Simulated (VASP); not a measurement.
Here is the system:

```yaml
crystal:
  lattice:
    - [3.59402, 0.00000, 0.00000]
    - [0.00000, 3.59402, 0.00000]
    - [0.00000, 0.00000, 3.59402]
  atoms:
    - { symbol: Fe, position: [0.00000, 0.00000, 0.00000], spin: 3.0 }
    - { symbol: Ni, position: [0.00000, 0.50000, 0.50000], spin: 0.5 }
    - { symbol: Ni, position: [0.50000, 0.00000, 0.50000], spin: 0.5 }
    - { symbol: Ni, position: [0.50000, 0.50000, 0.00000], spin: 0.5 }
```

All values below come from PBEsol GGA, VASP's PBE PAW potentials (set 64) (plane waves; VASP). Settings: 300 eV cut-off, 7×7×7 Γ-centred mesh, Fermi-Dirac smearing of 0.14 eV, potentials Fe Ni.

At this cut-off the stress carries a Pulay error, which pulls relaxed volumes low.

Q: Give the stress tensor in GPa (positive for a compressed cell).

A: 
```
-15.95    0.00    0.00
  0.00  -15.95    0.00
  0.00    0.00  -15.95
```
The pressure is its mean diagonal, -15.95 GPa.

The structure is a typed Ni3Fe crystal (Pm-3m). The cell was not relaxed at this level.
